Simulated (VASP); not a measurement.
Input:

```
BeS
1.0
    0.00000     2.39594     2.39594
    2.39594     0.00000     2.39594
    2.39594     2.39594     0.00000
Be S
1 1
Direct
  0.00000   0.00000   0.00000
  0.75000   0.75000   0.75000
```

Calculation: PBE GGA, VASP's PBE PAW potentials (set 64) (plane waves; VASP 6.6.1). Run with 300 eV cut-off, 8×8×8 Γ-centred mesh, Gaussian smearing of 0.010 eV, potentials Be S.

### Question
Give the energies of bands 2 to 7 at the high-symmetry points, in eV from the valence-band maximum.

### Answer

```json
[
 {"band": "2", "Γ": "0.00", "X": "-5.21", "U": "-4.72", "L": "-6.03", "W": "-4.40"},
 {"band": "3", "Γ": "0.00", "X": "-2.77", "U": "-4.30", "L": "-1.08", "W": "-4.06"},
 {"band": "4", "Γ": "0.00", "X": "-2.77", "U": "-2.30", "L": "-1.08", "W": "-3.52"},
 {"band": "5", "Γ": "5.66", "X": "3.03", "U": "4.32", "L": "5.62", "W": "6.51"},
 {"band": "6", "Γ": "5.66", "X": "4.89", "U": "7.58", "L": "6.56", "W": "8.11"},
 {"band": "7", "Γ": "5.66", "X": "13.09", "U": "10.75", "L": "6.56", "W": "8.59"}
]
```

The gap is indirect, 3.03 eV, from the valence maximum at Γ to the conduction minimum at X.

The structure comes from a computed database's BeS entry; how it stands against other phases isn't given here. The cell was not relaxed at this level.
